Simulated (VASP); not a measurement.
Set up this calculation in VASP 6.6.1, as the native input.

```yaml
Task: single point
Functional: PBE0
Dispersion: D4
Potentials_or_basis: VASP PAW PBE potentials, release 64 (Br, C, I, H)
Cutoff: 520 eV
k_mesh: 1 × 1 × 1
Occupations: gaussian, width 0.01 eV
Spin: no spin polarisation
Grid_for_exact_exchange_PRECFOCK: Fast
Exchange_at_q_=_0: truncated
Further_INCAR_settings: ALGO = Normal; EDIFF = 1e-06; NBANDS = 18
```

The system is BrCIH2, in a box.

```
CELL_PARAMETERS angstrom
13.00000 0.00000 0.00000
0.00000 11.00000 0.00000
0.00000 0.00000 12.00000
ATOMIC_POSITIONS crystal
Br 0.37669 0.47731 0.53087
C 0.51786 0.49302 0.48617
I 0.62531 0.41475 0.59882
H 0.53558 0.58907 0.48019
H 0.52708 0.44716 0.40685
```

One way to write it, as run:

POSCAR

```
H2CIBr
1.0
   13.0000000000      0.0000000000      0.0000000000
    0.0000000000     11.0000000000      0.0000000000
    0.0000000000      0.0000000000     12.0000000000
Br C I H
1 1 1 2
Direct
    0.3766923100      0.4773090900      0.5308750000
    0.5178615400      0.4930181800      0.4861666700
    0.6253076900      0.4147454500      0.5988166700
    0.5355769200      0.5890727300      0.4801916700
    0.5270846200      0.4471636400      0.4068500000
```

INCAR.step1

```
PREC = Accurate ; ENCUT = 520
EDIFF = 1E-5 ; ISMEAR = 0
SIGMA = 0.01 ; LREAL = False
LASPH = True ; NELM = 80
ALGO = Normal ; ISIF = 2
LWAVE = True ; NBANDS = 18
GGA = PE
```

INCAR.step2

```
PREC = Accurate ; ENCUT = 520
EDIFF = 1E-6 ; ISMEAR = 0
SIGMA = 0.01 ; LREAL = False
LASPH = True ; NELM = 80
ALGO = Normal ; ISIF = 2
LWAVE = False ; LCHARG = True
GGA = PE ; LHFCALC = True
AEXX = 0.25 ; PRECFOCK = Fast
HFRCUT = -1 ; IVDW = 13
LELF = True ; LVHAR = True
LVACPOTAV = True ; NBANDS = 18
ISTART = 1
```

KPOINTS

```
regular mesh
0
Gamma
  1 1 1
```

Potentials or basis: VASP PAW PBE potentials, release 64 (Br, C, I, H).

The run is started by

```sh
$ cat potpaw_PBE.64/Br/POTCAR potpaw_PBE.64/C/POTCAR potpaw_PBE.64/I/POTCAR potpaw_PBE.64/H/POTCAR > POTCAR
$ cp INCAR.step1 INCAR
$ mpirun -np 1 vasp_gam > vasp.out
$ cp INCAR.step2 INCAR
$ mpirun -np 1 vasp_gam > vasp.out
```

It gave:

```
Largest force                   : 0.062 eV/Å
Gap between the frontier levels : 6.00 eV
Dispersion energy per atom      : -0.021 eV
```

Caveat: the PAW data sets were made with another functional, which shifts forces and pressure a little; spin-orbit coupling is left out, which moves the levels of the heavy elements.

Run time: 5.5 min on 1 thread of Intel(R) Xeon(R) Platinum 8488C (Sapphire Rapids), on a shared host, peak memory 1.3 GiB.
